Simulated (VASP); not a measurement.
An input for Quantum ESPRESSO's pw.x (written as the equivalent of a VASP run, and not itself run):

```
&CONTROL
  calculation = 'vc-relax'
  pseudo_dir = './pseudo'
  outdir = './out'
  tprnfor = .true.
  tstress = .true.
  nstep = 40
  forc_conv_thr = 0.00078
/
&SYSTEM
  ibrav = 0
  nat = 8
  ntyp = 2
  ecutwfc = 82
  occupations = 'smearing'
  smearing = 'methfessel-paxton'
  degauss = 0.00735
  input_dft = 'pz'
/
&ELECTRONS
  conv_thr = 7.3e-08
  electron_maxstep = 100
/
&IONS
/
&CELL
  press = 50
/
ATOMIC_SPECIES
  Nb 92.906 Nb.upf
  Sn 118.710 Sn.upf
CELL_PARAMETERS angstrom
     5.2200140    0.0000000    0.0000000
     0.0000000    5.2200140    0.0000000
     0.0000000    0.0000000    5.2200140
ATOMIC_POSITIONS crystal
  Nb   0.2500000  0.0000000  0.5000000
  Nb   0.5000000  0.2500000  0.0000000
  Nb   0.5000000  0.7500000  0.0000000
  Nb   0.7500000  0.0000000  0.5000000
  Nb   0.0000000  0.5000000  0.7500000
  Nb   0.0000000  0.5000000  0.2500000
  Sn   0.5000000  0.5000000  0.5000000
  Sn   0.0000000  0.0000000  0.0000000
K_POINTS automatic
  6 6 6 0 0 0
```

Write the VASP files for the same calculation (LDA).

Several could match; the one computed here: 
**KPOINTS**
```
Automatic mesh
0
Gamma
6 6 6
0 0 0
```

**INCAR**
```
# general
SYSTEM  = Nb3Sn
PREC    = Accurate
ENCUT   = 500   # plane-wave cut-off (eV)
LREAL   = F   # projection in real space or not
LASPH   = T   # aspherical one-centre terms

# electronic loop
EDIFF   = 1E-6
NELM    = 100   # most electronic steps
ALGO    = Normal   # blocked Davidson
LMAXMIX = 4

# smearing
ISMEAR  = 1   # Methfessel-Paxton
SIGMA   = 0.1

# ions
IBRION  = 2   # conjugate gradients
NSW     = 40
ISIF    = 3
EDIFFG  = -0.02
PSTRESS = 50

# output
LWAVE   = F
LCHARG  = F
```

### POSCAR
```
Nb3Sn
1
    5.2200139989     0.0000000000     0.0000000000
    0.0000000000     5.2200139989     0.0000000000
    0.0000000000     0.0000000000     5.2200139989
Nb Sn
6 2
Direct
  0.2500000000   0.0000000000   0.5000000000
  0.5000000000   0.2500000000   0.0000000000
  0.5000000000   0.7500000000   0.0000000000
  0.7500000000   0.0000000000   0.5000000000
  0.0000000000   0.5000000000   0.7500000000
  0.0000000000   0.5000000000   0.2500000000
  0.5000000000   0.5000000000   0.5000000000
  0.0000000000   0.0000000000   0.0000000000
```

POTCAR, in this order: Nb_sv Sn_d (LDA.64 set). Program: vasp_std.

Limits of the translation: the potentials are each code's own (VASP's PAW set, PseudoDojo norm-conserving files in pw.x), so ENCUT and ecutwfc are chosen apart and not converted; conv_thr bounds pw.x's estimated SCF error, while EDIFF bounds the energy change between steps; forc_conv_thr acts on force components and is met together with etot_conv_thr.

The compound is Nb3Sn in the A15 structure. This run relaxes it under an external pressure of 5 GPa. Symmetry was kept, so distortions that lower it aren't found.
